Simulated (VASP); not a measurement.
A cell of PbO (litharge) near equilibrium:

```yaml
crystal:
  lattice:
    - [4.05666, 0.00000, 0.00000]
    - [0.00000, 4.05666, 0.00000]
    - [0.00000, 0.00000, 5.45208]
  atoms:
    - { symbol: Pb, position: [0.50000, 0.00000, 0.78147] }
    - { symbol: Pb, position: [0.00000, 0.50000, 0.21853] }
    - { symbol: O, position: [0.50000, 0.50000, 0.00000] }
    - { symbol: O, position: [0.00000, 0.00000, 0.00000] }
```

Method: PBE GGA, VASP's PBE PAW potentials (set 64) (plane waves; VASP 6.6.1).

Without a dispersion term in the relaxation, distances and binding between the weakly bound layers, chains or molecules are unreliable, and so is what depends on them. Unless said otherwise, spin-orbit coupling is left out, though it shifts the bands of the heavy elements here.

| run | ΔE (meV/atom) | σxx | σyy | σzz | largest shear component, with its sign (GPa) | largest force (eV/Å) | gap (eV) |
|---|---|---|---|---|---|---|---|
| as it is | 0.0 | 0.04 | 0.04 | 0.07 | 0.00 | 0.014 | 1.68 |
| after one change | 1.5 | 1.17 | 1.17 | 0.99 | 0.00 | 0.185 | 1.67 |
Stress is in GPa, positive when the cell is compressed; gaps are those on the k-mesh, and 0.00 means metallic.

**Question.** What was changed between the two runs?
A) atom 3 (O) moved by -0.075 Å along x
B) uniaxial strain of +1.5 % along y with the ions relaxed
C) isotropic strain of -0.5 %
D) shear strain γ_xy = +2.0 % with the ions relaxed

**Answer.** C, isotropic strain of -0.5 %

The compound is PbO in the litharge structure.
